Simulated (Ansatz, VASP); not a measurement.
# TiTe2: VASP beside Ansatz, part 2 of 2

One calculation is typed for both programs; each brings its own data sets and cutoff. How far apart do they land? The cell is taken from a series of VASP runs on this material, whose earlier steps may have relaxed, scaled or displaced it; both programs get it as it stands.

VASP 6.6.1 and Ansatz 0.2.0.

So far. Step 4 (Differences): The walks stopped with -0.02 GPa left in Ansatz and 0.00 GPa in VASP; each walk ends within a tolerance, so the volume difference is uncertain by about these residues over the bulk modulus, most in soft cells.

## (5) VASP: zone-centre phonons, LDA

Level of this step: LDA, no spin polarisation; plane waves and PAW (Te, Ti_sv) (VASP).

Second derivatives magnify differences that forces hide, and they need a tight electronic threshold.

The input, INCAR:

```
SYSTEM = TiTe2
PREC = Accurate
ENCUT = 450
EDIFF = 1E-08
NELM = 100
ISMEAR = 1
SIGMA = 0.15
LREAL = .FALSE.
ALGO = Normal
GGA = CA
NBANDS = 18
LORBIT = 11
LWAVE = .FALSE.
LCHARG = .FALSE.
KPAR = 4
IBRION = 8
ISIF = 2
```

The input, POSCAR:

```
TiTe2
1.0
    3.6675316547      0.0000000000      0.0000000000
   -1.8337658274      3.1761755822      0.0000000000
    0.0000000000      0.0000000000      6.3265478193
Te Ti
2 1
Direct
    0.3333333333      0.6666666667      0.7300513549
    0.6666666667      0.3333333333      0.2699486451
    0.0000000000      0.0000000000      0.0000000000
```

The input, KPOINTS:

```
Automatic mesh
0
Gamma
12 12 6
0 0 0
```

Potentials, in the order of the species: Te and Ti_sv (LDA family, release 64).

Command:

```console
$ mpirun -np 4 vasp_std
```

Numbers of over 12 decimals in the logs are rounded to 6 here.

Log:

```text
[... set-up lines as in an earlier step ...]
 entering main loop
       N       E                     dE             d eps       ncg     rms          rms(c)
DAV:   1     0.167094785312E+03    0.16709E+03   -0.10127E+04  3608   0.113E+03
DAV:   2    -0.536913264405E+01   -0.17246E+03   -0.16866E+03  3938   0.296E+02
DAV:   3    -0.197556266929E+02   -0.14386E+02   -0.14031E+02  5578   0.810E+01
DAV:   4    -0.202549179339E+02   -0.49929E+00   -0.49516E+00  4548   0.140E+01
[...]
DAV:  15    -0.183452237134E+02    0.15368E-05   -0.53338E-06  4442   0.181E-02    0.570E-03
DAV:  16    -0.183452235781E+02    0.13525E-06   -0.82314E-07  5076   0.537E-03    0.214E-03
DAV:  17    -0.183452235733E+02    0.48535E-08   -0.17423E-08  2796   0.966E-04
   1 F= -.18345224E+02 E0= -.18345663E+02  d E =0.131727E-02
 Linear response reoptimize wavefunctions to high precision
DAV:   1    -0.183452235701E+02    0.31737E-08   -0.21291E-08  4062   0.924E-04
DAV:   2    -0.183452235702E+02   -0.10368E-09   -0.76070E-10  2182   0.231E-04
[...]
RMM:  16    -0.680162747897E+00   -0.31427E-06   -0.22814E-06 21183   0.111E-03    0.484E-05
RMM:  17    -0.680163011232E+00   -0.26334E-06   -0.20861E-06 21558   0.993E-04    0.450E-05
RMM:  18    -0.680163057954E+00   -0.46721E-07   -0.17803E-06 23286   0.895E-04    0.527E-05
 first order change of Fermi-energy  -0.90029E-03
 force on displaced ion       3 direction 1 :  -5.277   0.000   0.000
 Linear response progress:
  Degree of freedom:   4/  4
       N       E                     dE             d eps       ncg     rms          rms(c)
RMM:   1    -0.720609437916E+00   -0.72061E+00    0.21939E+01  3616   0.132E+02
RMM:   2    -0.674094318602E+00    0.46515E-01   -0.42608E-01  5983   0.491E+00    0.210E-01
RMM:   3    -0.672254516427E+00    0.18398E-02   -0.29019E-02  6985   0.112E+00    0.103E-01
RMM:   4    -0.672793229797E+00   -0.53871E-03   -0.17432E-02  8042   0.479E-01    0.516E-02
[...]
RMM:  20    -0.674288159971E+00    0.14226E-07    0.18445E-05  9109   0.125E-03    0.560E-04
RMM:  21    -0.674288220724E+00   -0.60753E-07    0.16904E-05  9408   0.115E-03    0.582E-04
RMM:  22    -0.674288274842E+00   -0.54118E-07    0.14620E-05  9029   0.106E-03    0.597E-04
 first order change of Fermi-energy   0.15647E-02
 force on displaced ion       3 direction 3 :   0.000  -0.000 -12.296
 Linear response finished
```

From OUTCAR (step 5):

```text
  Total       -0.0023968     -0.0023968     -0.0035439      0.0000000      0.0000000      0.0000000
  in kB       -0.0521067     -0.0521067     -0.0770464      0.0000000      0.0000000      0.0000000
  external PRESSURE =      -0.0604200 kB  Pullay stress =       0.0000000 kB

 POSITION                                       TOTAL-FORCE (eV/Angst)
 -----------------------------------------------------------------------------------
     -0.00000      2.11745      4.61870         0.000000     -0.000000     -0.001965
      1.83377      1.05873      1.70784        -0.000000      0.000000      0.001965
      0.00000      0.00000      0.00000         0.000000      0.000000      0.000000
 -----------------------------------------------------------------------------------
    total drift:                               -0.000000     -0.000000     -0.000000

[... 1 part as in an earlier step ...]

[... 1 further part left out ...]
```

## (6) Ansatz: zone-centre phonons, LDA

The same cell, functional (in two slightly different forms), mesh and smearing now go to Ansatz, which takes its cutoff from its data sets.

The cell is taken from a series of VASP runs on this material, whose earlier steps may have relaxed, scaled or displaced it; both programs get it as it stands.

The input, input.yaml:

```yaml
crystal:
  lattice:
    - [3.6675316547, 0.0, 0.0]
    - [-1.8337658274, 3.1761755822, 0.0]
    - [0.0, 0.0, 6.3265478193]
  atoms:
    - { symbol: Te, position: [0.3333333333, 0.6666666667, 0.7300513549] }
    - { symbol: Te, position: [0.6666666667, 0.3333333333, 0.2699486451] }
    - { symbol: Ti, position: [0.0, 0.0, 0.0] }
hamiltonian:
  xc: lda
  pseudopotentials: { kind: paw }
kpoints:
  mp_grid: { grid: [12, 12, 6] }
scf:
  occupations: { method: methfessel_paxton, width: 0.15 }
phonons:
  method: dfpt
  qpoints: [[0, 0, 0]]
```

Command:

```console
$ ansatz run input.yaml --threads 4 --pin off --max-ram 9216MiB --backend cpu --events-out ev --progress --plain --runs-dir out
```

Log:

```text
[...]
Crystal: 3 atoms, lattice volume = 73.696 Å³
Basis set: ecut = 420 eV, 1437 PW (Γ), exchange–correlation on 50×50×90 points (8 copies of the dense FFT grid, shifted against one another)
Bands: 27, of which v1, the nominal top of the filled ones, is band 22 counted from 1 (21 counted from 0)
Symmetry: 12 space group operations
k-points: 242 of 864 (irreducible under 2 space group operations, time reversal used)
[...]
Γ frequencies (cm⁻¹): 0.00 0.00 0.00 103.91 103.91 150.60 186.45 186.45 286.40
  non-analytic LO–TO correction: not included (Born effective charges unavailable; polar crystals: no LO–TO splitting at Γ)
--- Phonons (arbitrary-q DFPT): 1 explicit q-point ---
  q = [0, 0, 0] (of the zone-centre solve; hermiticity 1.70e-6, symmetrization 3.71e-7): -0.00 0.00 0.00 103.91 103.91 150.60 186.45 186.45 286.40
  sum rule: each row above includes the acoustic sum rule's correction from the zone centre's row sums; it moved no ω² by more than (0.48 cm⁻¹)²
[key lines of the parts left out:]
SCF converged after 11 iterations
Free energy (F): -16106.892821 eV
Fermi energy:    11.330401 eV
```

The job ended after 68 s (4 threads of Arm Neoverse V1, shared host; peak memory 1.8 GiB; 4.2 min of CPU time).

## (7) Comparison

Compared:

| quantity | Ansatz | VASP | difference |
| --- | --- | --- | --- |
| optical mode 1 to 2 (cm⁻¹) | 103.9 | 104.1 | -0.22 % |
| optical mode 3 (cm⁻¹) | 150.6 | 150.7 | -0.10 % |
| optical mode 4 to 5 (cm⁻¹) | 186.4 | 188.6 | -1.12 % |
| optical mode 6 (cm⁻¹) | 286.4 | 288.0 | -0.54 % |

Modes are paired by rising frequency and degeneracy, not by their patterns, so a pair may still set unlike modes beside each other.

## (8) Summary of results

```
difference in volume (relaxation of cell and atoms, LDA)                                                          : 0.13 %
r.m.s. difference of the optical zone-centre modes, each program's sorted by frequency (zone-centre phonons, LDA) : 1.4 cm⁻¹
difference in optical mode 4 to 5 (zone-centre phonons, LDA)                                                      : -1.1 %
```

The difference in volume is 0.13 % (relaxation of cell and atoms, LDA), within the 1.2 % picked in this series as the mark of a large difference, as far as the stopping tolerances let one tell. Among the rows given in per cent, the largest difference of the zone-centre phonons, LDA pair is in optical mode 4 to 5, -1.1 %. Such differences can come from data sets, numerical settings and the points named under the comparisons, not from the functional's error against experiment.

[Lines on the potential files, build, host, timing and source positions are cut from VASP's logs without a mark.]

[Logs are printed without paths, hosts, clocks, repeated set-up lines and the standing remarks that a program may print on its own settings, such as how far it seeks lower states.]

[Hosts, paths, dates, database ids (printed as entryN), source tags and the programs' standing remarks are cut or masked in the printed files.]
